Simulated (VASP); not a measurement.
Input for VASP

**INCAR**
```
SYSTEM = ZnO
PREC = Accurate
ENCUT = 520
EDIFF = 1E-6
NELM = 100
ALGO = Normal
LREAL = .FALSE.
LASPH = .TRUE.
ISMEAR = 0
SIGMA = 0.05
GGA = PE
LMAXMIX = 4
LWAVE = .FALSE.
LCHARG = .FALSE.
ISIF = 2
LSORBIT = .TRUE.
MAGMOM = 0 0 0 0 0 0 0 0 0 0 0 0
GGA_COMPAT = .FALSE.
```

File KPOINTS:
```
Automatic mesh
0
Gamma
6 6 3
0 0 0
```

POSCAR:
```
ZnO
1
    1.6575000000    -2.8708750000     0.0000000000
    1.6575000000     2.8708750000     0.0000000000
    0.0000000000     0.0000000000     5.3142000000
Zn O
2 2
Direct
  0.6666670000   0.3333330000   0.5000000000
  0.3333330000   0.6666670000   0.0000000000
  0.6666670000   0.3333330000   0.8820000000
  0.3333330000   0.6666670000   0.3820000000
```

POTCAR, in this order: Zn O (PBE.64 set). Program: vasp_std.

**Question.** What happens when VASP runs on this input?

**Answer.** There is a fault: LSORBIT needs the non-collinear program vasp_ncl. VASP stops with an error: ERROR: Noncollinear calculations require that VASP is compiled without the flag -DNGXhalf and-DNGZhalf. You probably tried to run a noncollinear calculation (LNONCOLLINEAR=T) with the executable vasp_std. Use vasp_ncl instead! ----> I REFUSE TO CONTINUE WITH THIS SICK JOB ... BYE!!! <----

File standard output:
```
 POSCAR found type information on POSCAR ZnO
 POSCAR found :  2 types and       4 ions
 Reading from existing POTCAR

 -----------------------------------------------------------------------------
|                                                                             |
|     EEEEEEE  RRRRRR   RRRRRR   OOOOOOO  RRRRRR      ###     ###     ###     |
|     E        R     R  R     R  O     O  R     R     ###     ###     ###     |
|     E        R     R  R     R  O     O  R     R     ###     ###     ###     |
|     EEEEE    RRRRRR   RRRRRR   O     O  RRRRRR       #       #       #      |
|     E        R   R    R   R    O     O  R   R                               |
|     E        R    R   R    R   O     O  R    R      ###     ###     ###     |
|     EEEEEEE  R     R  R     R  OOOOOOO  R     R     ###     ###     ###     |
|                                                                             |
|     ERROR: Noncollinear calculations require that VASP is compiled          |
|     without the flag -DNGXhalf and-DNGZhalf.                                |
|     You probably tried to run a noncollinear calculation                    |
|     (LNONCOLLINEAR=T) with the executable vasp_std. Use vasp_ncl            |
|     instead!                                                                |
|                                                                             |
|       ---->  I REFUSE TO CONTINUE WITH THIS SICK JOB ... BYE!!! <----       |
|                                                                             |
 -----------------------------------------------------------------------------
```

To mend it, run vasp_ncl.

The mended run (PBE GGA with spin-orbit coupling, plane waves, VASP's PBE PAW potentials (set 64)) converges, and its OSZICAR ends with
```
   1 F= -.17859310E+02 E0= -.17859310E+02  d E =-.595401E-16  mag=     0.0000    -0.0000     0.0000
```

The compound is ZnO in the wurtzite structure. The cell was not relaxed at this level.
